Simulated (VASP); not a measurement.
Consider the following.

```
CELL_PARAMETERS angstrom
      4.11229     2.05364     2.05364
      2.05364     4.11229     2.05364
      2.05364     2.05364     4.11229
ATOMIC_POSITIONS crystal
  Ni 0.00000 0.00000 0.00000
  Ni 0.50000 0.50000 0.50000
  O  0.25000 0.25000 0.25000
  O  0.75000 0.75000 0.75000
```
Starting moments (μB, in the order of the record's atoms Ni Ni O O): 2.0 -2.0 0.0 0.0.

Calculation: AM05 GGA, VASP's PBE PAW potentials (set 64) (plane waves; VASP). Settings: 520 eV cut-off, 8×8×8 Γ-centred mesh, Gaussian smearing of 0.050 eV, potentials Ni O.

Q: What does the run give for the cell moment, energy per atom (σ→0)?

A: 
cell moment: 0.00 μB
energy per atom (σ→0): -6.045 eV/atom

Q: Give the moment on each site (PAW-sphere projection).

A: 
```csv
site,moment (μB)
Ni1,1.20
Ni2,-1.20
O3,0.00
O4,0.00
```

Only differences to runs with the same potentials and settings are physical.

The compound is NiO in the rock salt, AFM-II order structure. It was relaxed first. The start is the result of an earlier pass.
